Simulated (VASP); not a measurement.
Level of theory: PBE GGA, VASP's PBE PAW potentials (set 64) (plane waves; VASP 6.6.1).

VASP input:

### POSCAR
```
Ni3Al
1
    3.6414000000     0.0000000000     0.0000000000
    0.0000000000     3.6414000000     0.0000000000
    0.0000000000     0.0000000000     3.6414000000
Al Ni
1 3
Direct
  0.0000000000   0.0000000000   0.0000000000
  0.0000000000   0.5000000000   0.5000000000
  0.5000000000   0.0000000000   0.5000000000
  0.5000000000   0.5000000000   0.0000000000
```

**INCAR**
```
SIGMA  =  0.1   # width (eV)
ALGO  =  Normal   # blocked Davidson
LASPH  =  .TRUE.
PREC  =  Accurate
LWAVE  =  .FALSE.
ISPIN  =  2   # spin-polarised
LMAXMIX  =  4
LCHARG  =  .FALSE.
NELM  =  100
LREAL  =  .FALSE.
GGA  =  PE
ISIF  =  2   # forces and stress, cell fixed
LORBIT  =  10
EDIFF  =  1E-2   # SCF stop (eV)
ISMEAR  =  1
ENCUT  =  400   # plane-wave cut-off (eV)
SYSTEM  =  Ni3Al
MAGMOM  =  0.0 3*0.5
```

### KPOINTS
```
Automatic mesh
0
gamma
  8 8 8
```

POTCAR, in this order: Al Ni (PBE.64 set). Program: vasp_std.

Task: Estimate the energy per atom (σ→0), cell moment, pressure, band gap (on the k-mesh).

Result: 
- energy per atom (σ→0) = -5.451 eV/atom
- cell moment = 0.78 μB
- band gap (on the k-mesh) = none (metal, semimetal or under 0.01 eV)
- pressure = -8.95 GPa

File OSZICAR:
```
...
DAV:   4    -0.258246279358E+02   -0.14278E+00   -0.14219E+00  3339   0.111E+01
DAV:   5    -0.258296039156E+02   -0.49760E-02   -0.49753E-02  3361   0.194E+00    0.188E+01
DAV:   6    -0.276026052158E+02   -0.17730E+01   -0.69426E+01  3352   0.135E+02    0.229E+01
DAV:   7    -0.218133426674E+02    0.57893E+01   -0.21131E+01  3332   0.740E+01    0.218E+00
DAV:   8    -0.218266738709E+02   -0.13331E-01   -0.49356E-01  3071   0.562E+00    0.159E+00
DAV:   9    -0.218053422539E+02    0.21332E-01   -0.59710E-02  2873   0.342E+00    0.469E-01
DAV:  10    -0.218051642984E+02    0.17796E-03   -0.41151E-03  1595   0.778E-01
   1 F= -.21805164E+02 E0= -.21804954E+02  d E =-.629717E-03  mag=     0.7841
```

The compound is Ni3Al in the L1_2 structure. The cell was not relaxed at this level. The run is one of a series of settings (EDIFF = 1E-2 against the base run), some of them coarse on purpose.
